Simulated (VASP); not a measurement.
Data:

```xyz
3
Lattice="2.1850 -3.7845 0.0000 2.1850 3.7845 0.0000 0.0000 0.0000 4.9500" Properties=species:S:1:pos:R:3 pbc="T T T"
Se     0.4916     0.8515     3.3000
Se     3.3868     0.0000     0.0000
Se     0.4916    -0.8515     1.6500
```

All values below come from G0W0 on PBE orbitals, VASP's PBE PAW potentials (set 64) (plane waves; VASP 6.6.1). Settings: PREC = Normal, 350 eV cut-off, 4×4×4 Γ-centred mesh, Gaussian smearing of 0.010 eV, potentials Se_GW.

The mesh is coarse and the basis finite, so the quasiparticle values are not converged.

NBANDS = 192, ENCUTGW = 180 eV, NOMEGA = 64. The PBE levels (eV) that the step starts from are:

```csv
state,KS energy,filling
"k1 (0.00, 0.00, 0.00), band 6",-1.09,2
"k1 (0.00, 0.00, 0.00), band 7",0.61,2
"k1 (0.00, 0.00, 0.00), band 8",0.61,2
"k1 (0.00, 0.00, 0.00), band 9",2.25,2
"k1 (0.00, 0.00, 0.00), band 10",4.56,0
"k1 (0.00, 0.00, 0.00), band 11",4.56,0
"k1 (0.00, 0.00, 0.00), band 12",4.84,0
"k1 (0.00, 0.00, 0.00), band 13",8.81,0
"k2 (0.25, 0.00, 0.00), band 6",-0.93,2
"k2 (0.25, 0.00, 0.00), band 7",0.61,2
"k2 (0.25, 0.00, 0.00), band 8",1.01,2
"k2 (0.25, 0.00, 0.00), band 9",1.87,2
"k2 (0.25, 0.00, 0.00), band 10",4.56,0
"k2 (0.25, 0.00, 0.00), band 11",4.68,0
"k2 (0.25, 0.00, 0.00), band 12",5.47,0
"k2 (0.25, 0.00, 0.00), band 13",8.63,0
"k12 (0.50, 0.00, 0.50), band 6",-1.58,2
"k12 (0.50, 0.00, 0.50), band 7",0.74,2
"k12 (0.50, 0.00, 0.50), band 8",1.29,2
"k12 (0.50, 0.00, 0.50), band 9",2.68,2
"k12 (0.50, 0.00, 0.50), band 10",4.31,0
"k12 (0.50, 0.00, 0.50), band 11",5.38,0
"k12 (0.50, 0.00, 0.50), band 12",5.64,0
"k12 (0.50, 0.00, 0.50), band 13",8.93,0
```

Question: Give the quasiparticle energies and renormalisation factors Z.

Answer: 
| state | QP energy (eV) | Z |
|---|---|---|
| k1 (0.00, 0.00, 0.00), band 6 | -1.63 | 0.70 |
| k1 (0.00, 0.00, 0.00), band 7 | 0.05 | 0.69 |
| k1 (0.00, 0.00, 0.00), band 8 | 0.05 | 0.69 |
| k1 (0.00, 0.00, 0.00), band 9 | 1.69 | 0.72 |
| k1 (0.00, 0.00, 0.00), band 10 | 4.86 | 0.72 |
| k1 (0.00, 0.00, 0.00), band 11 | 4.86 | 0.72 |
| k1 (0.00, 0.00, 0.00), band 12 | 5.12 | 0.72 |
| k1 (0.00, 0.00, 0.00), band 13 | 8.88 | 0.77 |
| k2 (0.25, 0.00, 0.00), band 6 | -1.44 | 0.69 |
| k2 (0.25, 0.00, 0.00), band 7 | 0.08 | 0.69 |
| k2 (0.25, 0.00, 0.00), band 8 | 0.48 | 0.71 |
| k2 (0.25, 0.00, 0.00), band 9 | 1.31 | 0.71 |
| k2 (0.25, 0.00, 0.00), band 10 | 4.81 | 0.72 |
| k2 (0.25, 0.00, 0.00), band 11 | 4.93 | 0.72 |
| k2 (0.25, 0.00, 0.00), band 12 | 5.74 | 0.71 |
| k2 (0.25, 0.00, 0.00), band 13 | 8.58 | 0.76 |
| k12 (0.50, 0.00, 0.50), band 6 | -2.09 | 0.69 |
| k12 (0.50, 0.00, 0.50), band 7 | 0.22 | 0.70 |
| k12 (0.50, 0.00, 0.50), band 8 | 0.76 | 0.71 |
| k12 (0.50, 0.00, 0.50), band 9 | 2.21 | 0.73 |
| k12 (0.50, 0.00, 0.50), band 10 | 4.58 | 0.72 |
| k12 (0.50, 0.00, 0.50), band 11 | 5.57 | 0.71 |
| k12 (0.50, 0.00, 0.50), band 12 | 5.95 | 0.70 |
| k12 (0.50, 0.00, 0.50), band 13 | 8.92 | 0.76 |
On the mesh the gap opens from 1.21 to 1.87 eV.

The compound is Se in the trig structure. The cell was not relaxed at this level.
